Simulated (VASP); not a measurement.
# HgAl and the effect of the dispersion correction

The cell as given:

```cif
data_structure
_symmetry_space_group_name_H-M 'P 1'
_symmetry_Int_Tables_number 1
_cell_length_a 4.3396
_cell_length_b 4.3396
_cell_length_c 4.3396
_cell_angle_alpha 60.000
_cell_angle_beta 60.000
_cell_angle_gamma 60.000
_cell_volume 57.79
loop_
_atom_site_label
_atom_site_type_symbol
_atom_site_fract_x
_atom_site_fract_y
_atom_site_fract_z
_atom_site_occupancy
Al1 Al 0.00000 0.00000 0.00000 1
Hg1 Hg 0.75000 0.75000 0.75000 1
```

The cell comes from a database or a generator and needn't be the stable form of this composition.

Kept alike: task relaxation of cell and atoms; functional BLYP; k mesh 8 × 8 × 8; occupations fermi-dirac, width 0.05 eV; no spin polarisation. Program: VASP, PBE PAW files Al, Hg, 600 eV. The mesh is that of the run's cell of 2 atoms. No spin-orbit coupling.

```csv
dispersion correction,volume (Å³/atom)
D3(zero),27.411
D3(BJ),27.751
D4,28.371
none,31.760
```

The relaxations keep at least the cell's symmetry (F-43m). For a metal such a mesh leaves the last digits unconverged. Relaxations stop with a little pressure left, so the last digits of a volume or edge aren't settled. All rows use potentials made for PBE.

**Question.** What does the dispersion correction change here?

**Answer.** The volume runs from 27.411 (D3(zero)) to 31.760 Å³/atom (none). Against no correction: D3(zero) -13.7 %; D3(BJ) -12.6 %; D4 -10.7 %. Dispersion terms mostly attract and so lower the volume; the schemes' coefficients and damping set how far.
